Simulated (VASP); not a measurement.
CoSi2:

```
CELL_PARAMETERS angstrom
0.00000 2.67800 2.67800
2.67800 0.00000 2.67800
2.67800 2.67800 0.00000
ATOMIC_POSITIONS crystal
Co 0.00000 0.00000 0.00000
Si 0.25000 0.25000 0.25000
Si 0.75000 0.75000 0.75000
```

* Program: VASP 6.6.1
* Task: relaxation of cell and atoms
* Functional: r2SCAN
* Potentials or basis: VASP PAW PBE potentials, release 64 (Co, Si)
* Cutoff: 600 eV
* k mesh: 12 × 12 × 12
* Occupations: methfessel-paxton, width 0.1 eV
* Spin: no spin polarisation

At the start: pressure -4.5 GPa; volume 12.80 Å³/atom.

Question: How do energy, volume and symmetry change on relaxing?

Answer: Over 3 steps the energy falls by 4.3 meV/atom and the volume is 12.50 Å³/atom (-2.4 %); space group Fm-3m (No. 225, to 0.05 Å).

Step by step:
```
step  energy change (eV)  largest force (eV/Å)  pressure (GPa)  volume (Å³)
   1              0.0000                0.0000           -4.49        38.41
   2              0.0061                0.0000            6.02        36.45
   3             -0.0130                0.0000           -0.03        37.51
```

Final structure:
```
Co Si
1.0
     0.00000    2.65680    2.65680
     2.65680    0.00000    2.65680
     2.65680    2.65680    0.00000
Co Si
1 2
Cartesian
  0.0000 0.0000 0.0000
  1.3284 1.3284 1.3284
  3.9852 3.9852 3.9852
```

Caveat: the PAW data sets were made with another functional, which shifts forces and pressure a little.
